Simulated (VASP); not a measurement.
## Sn: equilibrium volume by level of theory

The structure is cubic, space group Fd-3m (No. 227). Conventional cell: a = 6.467 Å, b = 6.467 Å, c = 6.467 Å, α = 90.00°, β = 90.00°, γ = 90.00°. Sn (site symmetry -43m) is surrounded by 4 Sn at 2.80 Å.

This isn't the form of Sn at room conditions, which is tetragonal (white tin).

```tsv
rung	level	program and potentials	cutoff (eV)	k mesh	smearing	equilibrium volume (Å³/atom)	notes
LDA	LDA	VASP, LDA PAW files Sn_d, 600 eV	600	10 × 10 × 10	gaussian 0.03	33.92	14 valence electrons an atom on average
GGA	AM05	VASP, PBE PAW files Sn_d, 600 eV	600	10 × 10 × 10	gaussian 0.03	35.21	potentials made for PBE; 14 valence electrons an atom on average
GGA	PBE	VASP, PBE PAW files Sn, 300 eV	300	5 × 5 × 5	gaussian 0.03	36.99	4 valence electrons an atom on average
GGA	PBE	VASP, PBE PAW files Sn_d, 600 eV	600	10 × 10 × 10	gaussian 0.03	36.80	14 valence electrons an atom on average
GGA + dispersion	PBE+D3(BJ)	VASP, PBE PAW files Sn_d, 600 eV	600	10 × 10 × 10	gaussian 0.03	35.45	14 valence electrons an atom on average
GGA	PBEsol	VASP, PBE PAW files Sn_d, 600 eV	600	10 × 10 × 10	gaussian 0.03	34.92	potentials made for PBE; 14 valence electrons an atom on average
meta-GGA	r2SCAN	VASP, PBE PAW files Sn_d, 600 eV	600	10 × 10 × 10	gaussian 0.03	35.38	potentials made for PBE; 14 valence electrons an atom on average
```

Task: relaxation of cell and atoms. All rows: no spin polarisation. Smearing widths are in eV. For a metal such meshes aren't converged. Meshes differ between rows, which moves values too. Meshes are those of the run's cell of 2 atoms unless a note names another. Relaxations start from the cell shown or near it and stop with a little pressure left. Runs on faulty files, with rough fits or with known faults for this quantity aren't shown. No row holds spin-orbit coupling.

By rung: LDA 33.92; GGA 34.92 to 36.99; GGA + dispersion 35.45; meta-GGA 35.38 (Å³/atom).
